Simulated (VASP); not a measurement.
Input:

```
CELL_PARAMETERS angstrom
      1.67608    -5.31368     0.00000
      1.67608     5.31368     0.00000
      0.00000     0.00000     4.46358
ATOMIC_POSITIONS crystal
  P  0.10170 0.89830 0.91940
  P  0.39830 0.60170 0.41940
  P  0.60170 0.39830 0.58060
  P  0.90803 0.11143 0.08060
```

These are PBE GGA, VASP's PBE PAW potentials (set 64) (plane waves; VASP) values and carry that method's errors. Run with EDIFF = 1E-4, 400 eV cut-off, 6×6×5 Γ-centred mesh, Gaussian smearing of 0.050 eV, potentials P.

Question: Predict the energy per atom (σ→0), pressure, largest force.

Answer: 
```json
{
  "energy per atom (σ→0)": "-517.5 kJ/mol of atoms",
  "pressure": "-1.51 GPa",
  "largest_force": "0.455 eV/Å"
}
```

The compound is P in the black structure. The cell was not relaxed at this level, atoms are displaced from their ideal sites. The run is one of a series of settings (EDIFF = 1E-4 against the base run), some of them coarse on purpose.
